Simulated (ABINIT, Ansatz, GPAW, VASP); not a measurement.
## One structure in several programs: MgSe (Fm-3m, 2 atoms in the cell)

Self-consistent single point.

```
MgSe
1.0
    0.00000     2.73000     2.73000
    2.73000     0.00000     2.73000
    2.73000     2.73000     0.00000
Mg Se
1 1
Direct
  0.00000   0.00000   0.00000
  0.50000   0.50000   0.50000
```

All programs got the same cell, k-point mesh and kind of occupations (in Ansatz's words: kpoints.mp_grid.grid = 8 8 8; scf.occupations.method = fermi_dirac; scf.occupations.width = 0.01 eV); potentials, basis and cutoffs are each program's usual ones.

```json
[
 {"code": "GPAW", "model": "PBE, GPAW PAW datasets PBE (gpaw-data 1.0.1)", "pressure (GPa)": "1.65", "gap on the mesh (eV)": "1.813", "cutoff": "800 eV"},
 {"code": "ABINIT", "model": "PBE, norm-conserving pseudopotentials (PseudoDojo nc-sr-05 PBE standard)", "pressure (GPa)": "1.74", "gap on the mesh (eV)": "1.808", "cutoff": "1170 eV"},
 {"code": "VASP", "model": "PBE, VASP's PBE PAW potentials (set 64)", "pressure (GPa)": "1.57", "gap on the mesh (eV)": "1.794", "cutoff": "300 eV"},
 {"code": "Ansatz", "model": "PBE, default PAW files", "pressure (GPa)": "1.69", "gap on the mesh (eV)": "1.817", "cutoff": "420 eV"}
]
```

Gaps are read on the mesh.

The spread over the programs that give each value: pressure within 0.17 GPa; gap on the mesh within 0.023 eV.

The starting cell has typed, rounded lattice constants, without a prior relaxation at this level.

Task: Why do the programs differ, and what cannot be compared?

Result: Differences of this kind can come from the potentials, where these differ, and from what each basis and cutoff leave unconverged. The valence holds different numbers of electrons (GPAW 16, ABINIT 26, VASP 8, Ansatz (a program for electronic structure) 26). The zero of total energies and Fermi levels follows the potentials and each program's conventions, so they are not compared here. Ansatz's pressure is given at a fixed set of plane waves, as the other plane-wave codes print theirs.

VASP's run is marked for a possible Pulay error in its stress at this cutoff; no cutoff test was made.

Left out of this page: Quantum ESPRESSO, Elk and FLEUR (not drawn, or without a comparable value); CP2K and SIESTA (unsound by tests on forces, stress, charge or solver warnings).

Keys are those of Ansatz 0.2.
